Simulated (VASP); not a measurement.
A convergence study with VASP on Bi (a7): one setting is varied, all else stays as given below, so the limit is that of these other settings.

```
CELL_PARAMETERS angstrom
      4.16582    -2.27500     0.00000
      4.16582     2.27500     0.00000
      2.92342     0.00000     3.73943
ATOMIC_POSITIONS crystal
  Bi 0.23400 0.23400 0.23400
  Bi 0.76600 0.76600 0.76600
```

The numbers are results of PBE GGA, VASP's PBE PAW potentials (set 64) (plane waves; VASP), not measurements. The tightest run used: 550 eV cut-off, 19×19×19 Γ-centred mesh, tetrahedra with Blöchl corrections, potentials Bi_d.

The reference is 19×19×19 mesh, which took about 8 core-minutes. Times come from single runs on busy shared machines, so they are rough: good to a factor of about 2.

Problem. Of the settings 3×3×3 mesh; 4×4×4 mesh; 5×5×5 mesh; 6×6×6 mesh; 7×7×7 mesh; 8×8×8 mesh; 9×9×9 mesh; 10×10×10 mesh; 11×11×11 mesh; 12×12×12 mesh; 13×13×13 mesh; 14×14×14 mesh; 15×15×15 mesh; 16×16×16 mesh; 17×17×17 mesh; 18×18×18 mesh; 19×19×19 mesh, which is the lowest that keeps the difference from the reference in E (eV/atom) within 0.01 from there on, and what does it cost?

Solution. 8×8×8 mesh; its cost over the reference is about 1/9.
| setting | difference in E (eV/atom) | cost over the reference |
|---|---|---|
| 3×3×3 mesh | 0.0789 | about 1/70 |
| 4×4×4 mesh | 0.0287 | about 1/40 |
| 5×5×5 mesh | 0.0241 | about 1/30 |
| 6×6×6 mesh | 0.0115 | about 1/20 |
| 7×7×7 mesh | 0.0134 | about 1/10 |
| 8×8×8 mesh | 0.0054 | about 1/9 |
| 9×9×9 mesh | 0.0057 | about 1/8 |
| 10×10×10 mesh | 0.0033 | about 1/5 |
| 11×11×11 mesh | 0.0026 | about 1/4 |
| 12×12×12 mesh | 0.0017 | about 1/3 |
| 13×13×13 mesh | 0.0012 | about 1/3 |
| 14×14×14 mesh | 0.0008 | about 1/2 |
| 15×15×15 mesh | 0.0005 | within a factor of 2 |
| 16×16×16 mesh | 0.0002 | within a factor of 2 |
| 17×17×17 mesh | 0.0001 | within a factor of 2 |
| 18×18×18 mesh | 0.0000 | within a factor of 2 |
| 19×19×19 mesh | 0.0000 | reference |

Left out are rungs that failed or repeat a setting and relaxations that didn't move; long series are thinned to 24 rows.

The compound is Bi in the a7 structure. The cell was not relaxed at this level.
